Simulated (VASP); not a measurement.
BaZrO3: relaxation of cell and atoms with PBE

BaZrO3:

```
Ba Zr O
1.0
     4.20000    0.00000    0.00000
     0.00000    4.20000    0.00000
     0.00000    0.00000    4.20000
Ba Zr O
1 1 3
Direct
  0.00000 0.00000 0.00000
  0.50000 0.50000 0.50000
  0.50000 0.50000 0.00000
  0.00000 0.50000 0.50000
  0.50000 0.00000 0.50000
```

The cell was built by a generator and needn't be a form met in nature.

| Item | Value |
| --- | --- |
| Program | VASP 6.6.1 |
| Task | relaxation of cell and atoms |
| Functional | PBE |
| Potentials or basis | VASP PAW PBE potentials, release 64 (Ba_sv, Zr_sv, O) |
| Cutoff | 600 eV |
| k mesh | 6 × 6 × 6 |
| Occupations | gaussian, width 0.02 eV |
| Spin | no spin polarisation |
| Dipole correction | no |
| Further INCAR settings | ALGO = Normal; EDIFF = 1e-06; IBRION = 2; EDIFFG = -0.002; NSW = 100; ISIF = 3 |

```json
{
  "Relaxed volume": "15.19 Å³/atom",
  "Relaxed cell": "a = 4.235 Å, b = 4.235 Å, c = 4.235 Å, α = 90.00°, β = 90.00°, γ = 90.00°",
  "Space group after relaxing (to 0.05 Å)": "Pm-3m (No. 221)",
  "Energy gained by relaxing": "4.4 meV/atom",
  "Ionic steps": "3",
  "Pressure after relaxing": "0.0 GPa",
  "Band gap on the k mesh": "3.12 eV, indirect (least direct gap 3.38 eV)"
}
```

Step by step:
| step | energy change (eV) | largest force (eV/Å) | pressure (GPa) | volume (Å³) |
| --- | --- | --- | --- | --- |
| 1 | 0.0000 | 0.0000 | 3.89 | 74.09 |
| 2 | 0.0029 | 0.0000 | -3.78 | 78.01 |
| 3 | -0.0220 | 0.0000 | -0.01 | 75.95 |

Final structure:
```
CELL_PARAMETERS angstrom
4.23495 0.00000 0.00000
0.00000 4.23495 0.00000
0.00000 0.00000 4.23495
ATOMIC_POSITIONS crystal
Ba 0.00000 0.00000 0.00000
Zr 0.50000 0.50000 0.50000
O 0.50000 0.50000 0.00000
O 0.00000 0.50000 0.50000
O 0.50000 0.00000 0.50000
```

Levels at points of the mesh, in eV from the valence-band top:
| k point | band 16 | band 17 | band 18 | band 19 | band 20 | band 21 | band 22 | band 23 | band 24 |
| --- | --- | --- | --- | --- | --- | --- | --- | --- | --- |
| (0.00, 0.00, 0.00) | -0.94 | -0.94 | -0.26 | -0.26 | -0.26 | 3.12 | 3.12 | 3.12 | 4.61 |
| (0.50, 0.00, 0.00) | -1.69 | -1.69 | -1.60 | -0.50 | -0.50 | 3.54 | 5.51 | 5.51 | 6.32 |
| (0.50, 0.50, 0.00) | -2.31 | -0.93 | -0.93 | -0.86 | -0.07 | 5.48 | 5.48 | 6.27 | 6.31 |
| (0.50, 0.50, 0.50) | -2.52 | -2.52 | 0.00 | 0.00 | 0.00 | 5.86 | 5.86 | 5.86 | 6.73 |

Wall time 78 s on 1 thread of Intel(R) Xeon(R) Platinum 8488C (Sapphire Rapids) (shared host), peak memory 0.24 GiB.

Caveat: spin-orbit coupling is left out, which moves the levels of the heavy elements. A k mesh can miss the band edges.
